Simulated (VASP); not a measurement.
Method: revPBE GGA, VASP's PBE PAW potentials (set 64) (plane waves; VASP).

Input for VASP

File KPOINTS:
```
k-points along high-symmetry lines
15
Line-mode
Reciprocal
  0.000000   0.000000   0.000000 ! GAMMA
 -0.500000  -0.500000   0.000000 ! X

 -0.500000  -0.500000   0.000000 ! X
 -0.375000  -0.375000   0.250000 ! U

 -0.375000  -0.000000   0.375000 ! K
  0.000000   0.000000   0.000000 ! GAMMA

  0.000000   0.000000   0.000000 ! GAMMA
  0.000000   0.000000   0.500000 ! L

  0.000000   0.000000   0.500000 ! L
 -0.500000  -0.250000   0.250000 ! W

 -0.500000  -0.250000   0.250000 ! W
 -0.500000  -0.500000   0.000000 ! X
```

**INCAR**
```
ALGO = Normal
EDIFF = 1E-7
ENCUT = 520
GGA = RE
ICHARG = 11
ISMEAR = 0
LASPH = .TRUE.
LCHARG = .FALSE.
LMAXMIX = 4
LORBIT = 11
LREAL = .FALSE.
LWAVE = .FALSE.
NELM = 100
PREC = Accurate
SIGMA = 0.05
SYSTEM = CdS
```

POSCAR:
```
CdS
1
    0.0000000000     2.9969635916     2.9969635916
    2.9969635916     0.0000000000     2.9969635916
    2.9969635916     2.9969635916     0.0000000000
Cd S
1 1
Direct
  0.0000000000   0.0000000000   0.0000000000
  0.2500000000   0.2500000000   0.2500000000
```

POTCAR, in this order: Cd S (PBE.64 set). Program: vasp_std. Read from the step before: CHGCAR.

Output of the run:

### OSZICAR
```
       N       E                     dE             d eps       ncg     rms          rms(c)
DAV:   1     0.109268677429E+03    0.10927E+03   -0.91494E+03  2380   0.125E+03
DAV:   2    -0.159083866644E+00   -0.10943E+03   -0.10435E+03  2800   0.296E+02
DAV:   3    -0.486721884266E+01   -0.47081E+01   -0.46937E+01  2745   0.630E+01
DAV:   4    -0.490147358273E+01   -0.34255E-01   -0.34249E-01  2680   0.534E+00
DAV:   5    -0.490198424666E+01   -0.51066E-03   -0.51066E-03  2805   0.624E-01
DAV:   6    -0.490199586001E+01   -0.11613E-04   -0.11613E-04  2740   0.876E-02
DAV:   7    -0.490199618351E+01   -0.32350E-06   -0.32349E-06  2805   0.133E-02
DAV:   8    -0.490199619313E+01   -0.96138E-08   -0.96096E-08  2273   0.221E-03
   1 F= -.49019962E+01 E0= -.49019962E+01  d E =-.484583E-12
```

OUTCAR:
```
 val. band max:        0.7442837435   @ k =   0.0000   0.0000   0.0000

 cond. band min:       1.8483563095   @ k =   0.0000   0.0000   0.0000



 k-point     1 :       0.0000    0.0000    0.0000
  band No.  band energies     occupation
      1     -11.1414      2.00000
      2      -6.7313      2.00000
      3      -6.7313      2.00000
      4      -6.7313      2.00000
      5      -6.3574      2.00000
      6      -6.3574      2.00000
      7       0.7443      2.00000
      8       0.7443      2.00000
      9       0.7443      2.00000
     10       1.8484      0.00000
     11       7.3523      0.00000
     12       7.3523      0.00000
     13       7.3523      0.00000

 k-point     2 :      -0.0357   -0.0357    0.0000
  band No.  band energies     occupation
      1     -11.1357      2.00000
      2      -6.7283      2.00000
      3      -6.7283      2.00000
      4      -6.7277      2.00000
      5      -6.3585      2.00000
      6      -6.3565      2.00000
      7       0.6043      2.00000
      8       0.7200      2.00000
      9       0.7200      2.00000
     10       1.9989      0.00000
     11       7.2872      0.00000
     12       7.3871      0.00000
     13       7.3871      0.00000

 k-point     3 :      -0.0714   -0.0714    0.0000
  band No.  band energies     occupation
      1     -11.1186      2.00000
      2      -6.7195      2.00000
      3      -6.7195      2.00000
      4      -6.7169      2.00000
      5      -6.3616      2.00000
      6      -6.3541      2.00000
      7       0.3036      2.00000
      8       0.6494      2.00000
      9       0.6494      2.00000
     10       2.3296      0.00000
     11       7.1089      0.00000
     12       7.4896      0.00000
     13       7.4896      0.00000

 k-point     4 :      -0.1071   -0.1071    0.0000
  band No.  band energies     occupation
      1     -11.0912      2.00000
      2      -6.7051      2.00000
      3      -6.7051      2.00000
      4      -6.6985      2.00000
...
```

The density is held fixed in this step, so its total energy and stress have no physical meaning.

The compound is CdS in the zinc blende structure, a metastable form; wurtzite is the usual one. It was relaxed first, which changed the volume by +9 %.
